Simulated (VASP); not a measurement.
Given:

```yaml
crystal:
  lattice:
    - [1.57505, -2.72807, 0.00000]
    - [1.57505, 2.72807, 0.00000]
    - [0.00000, 0.00000, 5.07860]
  atoms:
    - { symbol: Al, position: [0.66667, 0.33333, 0.50082] }
    - { symbol: Al, position: [0.33333, 0.66667, 0.00082] }
    - { symbol: N, position: [0.66667, 0.33333, 0.88118] }
    - { symbol: N, position: [0.33333, 0.66667, 0.38118] }
```

Level of theory: vdW-DF2, VASP's PBE PAW potentials (set 64) (plane waves; VASP 6.6.1). Run with 520 eV cut-off, 9×9×5 Γ-centred mesh, tetrahedra with Blöchl corrections, potentials Al N.

Predict the energy per atom (σ→0), band gap (on the k-mesh) with the smallest direct gap where there is one.

The band gap (on the k-mesh) comes out as 4.17 eV and the smallest direct gap (on the k-mesh) comes out as 4.17 eV. The energy per atom (σ→0) is -5.859 eV/atom.

Only differences to runs with the same potentials and settings are physical.

The compound is AlN in the wurtzite structure. It was relaxed first.
